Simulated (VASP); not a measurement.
Computed with PBE GGA with D3 dispersion (Becke-Johnson damping), VASP's PBE PAW potentials (set 64) (plane waves; VASP).

The input files of a VASP run:

**KPOINTS**
```
K-points
0
G
  7 7 4
```

### POSCAR
```
GaN
1
    1.5990467643    -2.7696302011    -0.0000000000
    1.5990467643     2.7696302011     0.0000000000
    0.0000000000     0.0000000000     5.2050886262
Ga N
2 2
Direct
  0.6666670000   0.3333330000   0.5000334969
  0.3333330000   0.6666670000   0.0000334969
  0.6666670000   0.3333330000   0.8769665031
  0.3333330000   0.6666670000   0.3769665031
```

**INCAR**
```
SYSTEM = GaN
PREC = Accurate
ENCUT = 520
EDIFF = 1E-6
NELM = 100
ALGO = Normal
LREAL = .FALSE.
LASPH = .TRUE.
ISMEAR = 0
SIGMA = 0.05
GGA = PE
IVDW = 12
LMAXMIX = 4
LWAVE = .FALSE.
LCHARG = .FALSE.
IBRION = 2
ISIF = 3
NSW = 60
EDIFFG = -0.02
```

POTCAR, in this order: Ga_d N (PBE.64 set). Program: vasp_std.

Output

### OSZICAR
```
       N       E                     dE             d eps       ncg     rms          rms(c)
DAV:   1     0.282410632299E+03    0.28241E+03   -0.18791E+04  1086   0.303E+03
DAV:   2     0.693497896212E+01   -0.27548E+03   -0.26822E+03  1218   0.534E+02
DAV:   3    -0.269435727583E+02   -0.33879E+02   -0.33655E+02  1212   0.155E+02
DAV:   4    -0.282767301357E+02   -0.13332E+01   -0.13290E+01  1418   0.323E+01
DAV:   5    -0.283041509457E+02   -0.27421E-01   -0.27410E-01  1170   0.431E+00    0.109E+01
DAV:   6    -0.242103301527E+02    0.40938E+01   -0.15173E+01  1872   0.573E+01    0.312E+00
DAV:   7    -0.243374380987E+02   -0.12711E+00   -0.17693E+00  1158   0.111E+01    0.270E+00
DAV:   8    -0.243378876038E+02   -0.44951E-03   -0.28880E-01  1654   0.851E+00    0.885E-01
DAV:   9    -0.243141450214E+02    0.23743E-01   -0.12005E-01  1892   0.590E+00    0.335E-01
DAV:  10    -0.243151438877E+02   -0.99887E-03   -0.62562E-03  1278   0.855E-01    0.146E-01
DAV:  11    -0.243151042963E+02    0.39591E-04   -0.14135E-03  1612   0.717E-01    0.197E-02
DAV:  12    -0.243151189757E+02   -0.14679E-04   -0.17964E-04  1204   0.101E-01    0.140E-02
DAV:  13    -0.243151182302E+02    0.74547E-06   -0.23664E-05  1472   0.108E-01    0.243E-03
DAV:  14    -0.243151187046E+02   -0.47446E-06   -0.46880E-06  1216   0.217E-02
   1 F= -.25322074E+02 E0= -.25322074E+02  d E =-.253221E+02
```

**OUTCAR**
```
------------------------ aborting loop because EDIFF is reached ----------------------------------------
 Edisp (eV)   -1.00696
  FORCE on cell =-STRESS in cart. coord.  units (eV):
  Direction    XX          YY          ZZ          XY          YZ          ZX
  --------------------------------------------------------------------------------------
  Total      -0.02758    -0.02758     0.05155     0.00000     0.00000     0.00000
  in kB      -0.95840    -0.95840     1.79126     0.00000     0.00000     0.00000
  external pressure =       -0.04 kB  Pullay stress =        0.00 kB
  volume of cell :       46.10
      direct lattice vectors                 reciprocal lattice vectors
     1.599046764 -2.769630201  0.000000000     0.312686290 -0.180529516  0.000000000
     1.599046764  2.769630201  0.000000000     0.312686290  0.180529516  0.000000000
     0.000000000  0.000000000  5.205088626     0.000000000  0.000000000  0.192119687
  FREE ENERGIE OF THE ION-ELECTRON SYSTEM (eV)
  ---------------------------------------------------
  free  energy   TOTEN  =       -25.3220741407 eV

  energy  without entropy=      -25.3220741407  energy(sigma->0) =      -25.32207414

 reached required accuracy - stopping structural energy minimisation
```
(Selected blocks of OUTCAR.)

OUTCAR:
```
 val. band max:        5.2197442957   @ k =   0.0000   0.0000   0.0000

 cond. band min:       7.0727892321   @ k =   0.0000   0.0000   0.0000


 Fermi energy:         5.4965264919

 k-point     1 :       0.0000    0.0000    0.0000
  band No.  band energies     occupation
      1     -10.6805      2.00000
      2      -9.7905      2.00000
      3      -8.2106      2.00000
      4      -8.1961      2.00000
      5      -8.1961      2.00000
      6      -8.1366      2.00000
      7      -8.1366      2.00000
      8      -7.9506      2.00000
      9      -7.9506      2.00000
     10      -7.8549      2.00000
     11      -7.8549      2.00000
     12      -6.6186      2.00000
     13      -1.7634      2.00000
     14       4.1971      2.00000
     15       4.1972      2.00000
     16       5.1878      2.00000
     17       5.2197      2.00000
     18       5.2197      2.00000
     19       7.0728      0.00000
     20       9.4054      0.00000
     21      14.3678      0.00000
     22      15.0561      0.00000

 k-point     2 :       0.1429    0.0000    0.0000
  band No.  band energies     occupation
      1     -10.4920      2.00000
      2      -9.7445      2.00000
      3      -8.1890      2.00000
      4      -8.1699      2.00000
      5      -8.1331      2.00000
      6      -8.1079      2.00000
      7      -8.0991      2.00000
      8      -7.9664      2.00000
      9      -7.9507      2.00000
     10      -7.8837      2.00000
     11      -7.8507      2.00000
     12      -6.4830      2.00000
     13      -1.4806      2.00000
     14       2.8875      2.00000
     15       3.8110      2.00000
     16       3.8169      2.00000
     17       4.9841      2.00000
     18       5.0411      2.00000
     19       8.3310      0.00000
     20      10.4504      0.00000
     21      13.6097      0.00000
     22      14.2232      0.00000

 k-point     3 :       0.2857   -0.0000    0.0000
  band No.  band energies     occupation
      1     -10.0910      2.00000
...
```

The compound is GaN in the wurtzite structure. It was relaxed first. The start is the result of an earlier pass.
